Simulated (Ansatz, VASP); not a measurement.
# RbP11 (RbP11 (P2_1/m)) in two plane-wave programs, part 2 of 2

Wanted: the spread between two codes on one cell, functional and k mesh. The structure shown is the start of the Ansatz relaxation below; VASP solves that cell, so the two are compared at the walk's first step.

VASP 6.6.1 and Ansatz 0.2.0.

So far: The structure; Ansatz: relaxation, r2SCAN.

## (3) VASP: single point, r2SCAN, start cell

Level of this step: r2SCAN; plane waves and PAW (Rb_sv, P) (VASP).

The same cell, functional, mesh and smearing now go to VASP, with its own data sets.

Lines of VASP's logs that name or quote its potential files are left out, and so is its time.

Input file INCAR:

```
SYSTEM = RbP11
PREC = Accurate
ENCUT = 440
EDIFF = 1E-06
NELM = 120
ISMEAR = -1
SIGMA = 0.01
LREAL = Auto
ALGO = Normal
METAGGA = R2SCAN
LASPH = .TRUE.
NBANDS = 168
LORBIT = 11
LWAVE = .FALSE.
LCHARG = .FALSE.
ISIF = 2
GGA_COMPAT = .FALSE.
EFERMI = MIDGAP
LMIXTAU = .TRUE.
KPAR = 8
```

Input file POSCAR:

```
RbP11
1.0
    6.7121330000      0.0000000000      0.0000000000
    0.0000000000      9.7389420000      0.0000000000
   -1.4670380000      0.0000000000     18.3093570000
Rb P
4 44
Direct
    0.0751327801      0.4715896244      0.6672602976
    0.9248672199      0.5284103756      0.3327397024
    0.9248672199      0.9715896244      0.3327397024
    0.0751327801      0.0284103756      0.6672602976
    0.1467002732      0.4046334807      0.0871938867
    0.8532997268      0.5953665193      0.9128061133
    0.8532997268      0.9046334807      0.9128061133
    0.1467002732      0.0953665193      0.0871938867
    0.1980182910      0.7499999487      0.2227557199
    0.8019817090      0.2499999487      0.7772442801
    0.3126788255      0.9112464167      0.0615272836
    0.6873211745      0.0887535833      0.9384727164
    0.6873211745      0.4112464167      0.9384727164
    0.3126788255      0.5887535833      0.0615272836
    0.2528961543      0.7499999487      0.4594411480
    0.7471036848      0.2499999487      0.5405587973
    0.6570665895      0.7499999487      0.9565214660
    0.3429332615      0.2499999487      0.0434785340
    0.2173740216      0.3673562282      0.2058074459
    0.7826259784      0.6326437718      0.7941925541
    0.7826259784      0.8673562282      0.7941925541
    0.2173740216      0.1326437718      0.2058074459
    0.2626030221      0.7499999487      0.5762852841
    0.7373968289      0.2499999487      0.4237147159
    0.1235460445      0.7499999487      0.1068919023
    0.8764539555      0.2499999487      0.8931080977
    0.4599159319      0.9122607979      0.4275907668
    0.5400839192      0.0877392021      0.5724092332
    0.5400839192      0.4122607979      0.5724092332
    0.4599159319      0.5877392021      0.4275907668
    0.5169911510      0.7499999487      0.2199338841
    0.4830087000      0.2499999487      0.7800661159
    0.3788202506      0.7499999487      0.8737441735
    0.6211797494      0.2499999487      0.1262558265
    0.5453785207      0.4041897980      0.2062190387
    0.4546213303      0.5958102020      0.7937809613
    0.4546213303      0.9041897980      0.7937809613
    0.5453785207      0.0958102020      0.2062190387
    0.3079936988      0.4117355869      0.4761292273
    0.6920061403      0.5882644131      0.5238707181
    0.6920061403      0.9117355869      0.5238707181
    0.3079936988      0.0882644131      0.4761292273
    0.5855277377      0.9129049131      0.1404756049
    0.4144721133      0.0870950869      0.8595243951
    0.4144721133      0.4129049131      0.8595243951
    0.5855277377      0.5870950869      0.1404756049
    0.5821563128      0.7499999487      0.5946775739
    0.4178436752      0.2499999487      0.4053223715
```

Input file KPOINTS:

```
Automatic mesh
0
Gamma
4 3 2
0 0 0
```

The projector-augmented-wave data sets are Rb_sv and P (PBE family, release 64).

The run is started by

```console
$ mpirun -np 8 vasp_std
```

Numbers of over 12 decimals in the logs are rounded to 6 here.

Log:

```text
[banner, memory and clock lines left out]
running    8 mpi-ranks, on    1 nodes
[...]
|                                                                             |
|           W    W    AA    RRRRR   N    N  II  N    N   GGGG   !!!           |
|           W    W   A  A   R    R  NN   N  II  NN   N  G    G  !!!           |
|           W    W  A    A  R    R  N N  N  II  N N  N  G       !!!           |
|           W WW W  AAAAAA  RRRRR   N  N N  II  N  N N  G  GGG   !            |
|           WW  WW  A    A  R   R   N   NN  II  N   NN  G    G                |
|           W    W  A    A  R    R  N    N  II  N    N   GGGG   !!!           |
|                                                                             |
|     For optimal performance we recommend to set                             |
|       NCORE = 2 up to number-of-cores-per-socket                            |
|     NCORE specifies how many cores store one orbital (NPAR=cpu/NCORE).      |
|     This setting can greatly improve the performance of VASP for DFT.       |
[...]
|               ----> ADVICE to this user running VASP <----                  |
|                                                                             |
|     You enforced a specific xc type in the INCAR file but a different       |
|     [... a line on the potential file left out ...]
|     I HOPE YOU KNOW WHAT YOU ARE DOING!                                     |
|                                                                             |

 LDA part: xc-table for (None), standard interpolation
 POSCAR, INCAR and KPOINTS ok, starting setup
[...]
entering main loop
       N       E                     dE             d eps       ncg     rms          rms(c)
DAV:   1     0.924376270021E+03    0.92438E+03   -0.96925E+04  4032   0.116E+03
DAV:   2    -0.390927111308E+03   -0.13153E+04   -0.12586E+04  4880   0.222E+02
DAV:   3    -0.510477243511E+03   -0.11955E+03   -0.11799E+03  5112   0.647E+01
DAV:   4    -0.514264605539E+03   -0.37874E+01   -0.37648E+01  5512   0.123E+01
[...]
DAV:  82    -0.459280983242E+03   -0.27458E-05   -0.89853E-07  2696   0.367E-03    0.290E-03
DAV:  83    -0.459280984400E+03   -0.11583E-05   -0.48753E-07  2680   0.269E-03    0.291E-03
DAV:  84    -0.459280984434E+03   -0.34419E-07   -0.24088E-07  2424   0.183E-03
   1 F= -.45928098E+03 E0= -.45928098E+03  d E =-.639084E-16
```

From OUTCAR (step 3):

```text
  Total        0.0637399     -0.0791058     -0.1187537      0.0000000      0.0000000     -0.0114696
  in kB        0.0853250     -0.1058945     -0.1589690      0.0000000      0.0000000     -0.0153537
  external PRESSURE =      -0.0598461 kB  Pullay stress =       0.0000000 kB

 POSITION                                       TOTAL-FORCE (eV/Angst)
 -----------------------------------------------------------------------------------
     -0.47459      4.59278     12.21711         0.008388     -0.003654     -0.004965
      5.71969      5.14616      6.09225        -0.008388      0.003654      0.004965
      5.71969      9.46225      6.09225        -0.008388     -0.003654      0.004965
     -0.47459      0.27669     12.21711         0.008388      0.003654     -0.004965
      0.85675      3.94070      1.59646        -0.001544     -0.001548      0.005346
      4.38834      5.79824     16.71289         0.001544      0.001548     -0.005346
      4.38834      8.81017     16.71289         0.001544     -0.001548     -0.005346
      0.85675      0.92877      1.59646        -0.001544      0.001548      0.005346
      1.00233      7.30421      4.07851         0.001546      0.000000     -0.004725
      4.24276      2.43474     14.23084        -0.001546      0.000000      0.004725
      2.00848      8.87458      1.12653         0.001549     -0.002959     -0.001855
      3.23662      0.86437     17.18283        -0.001549      0.002959      0.001855
      3.23662      4.00510     17.18283        -0.001549     -0.002959      0.001855
      2.00848      5.73384      1.12653         0.001549      0.002959     -0.001855
[...]
-----------------------------------------------------------------------------------
    total drift:                                0.002944      0.001898      0.000940

  FREE ENERGIE OF THE ION-ELECTRON SYSTEM (eV)
  ---------------------------------------------------
  free  energy   TOTEN  =      -459.2809844342 eV

  energy  without entropy=     -459.2809844342  energy(sigma->0) =     -459.28098443

[... 2 further parts left out ...]
```

The run ends at a pressure of -0.01 GPa, with forces up to 0.018 eV/Å.

## (4) Comparison

Known differences besides the potentials themselves: VASP keeps PBE cores, Ansatz makes them for the functional; the cutoff is 500 eV in Ansatz and 440 eV in VASP (PREC = Accurate, projectors in real space). Total energies have different zeros and are not compared.

At this near-relaxed geometry the largest component of a force difference is 111 meV/Å.

## (5) Outcome

- r.m.s. force difference (single point, r2SCAN, start cell): 62 meV/Å

**Reading.** The r.m.s. force difference is 62 meV/Å (single point, r2SCAN, start cell), beyond the 12 meV/Å picked in this series as the mark of a large difference. What causes the difference of the single point, r2SCAN, start cell pair stays open here. Such differences can come from data sets, numerical settings and the points named under the comparisons, not from the functional's error against experiment.

[Lines on the potential files, build, host, timing and source positions are cut from VASP's logs without a mark.]

[Logs are printed without paths, hosts, clocks, repeated set-up lines and the standing remarks that a program may print on its own settings, such as how far it seeks lower states.]

[Hosts, paths, dates, database ids (printed as entryN), source tags and the programs' standing remarks are cut or masked in the printed files.]
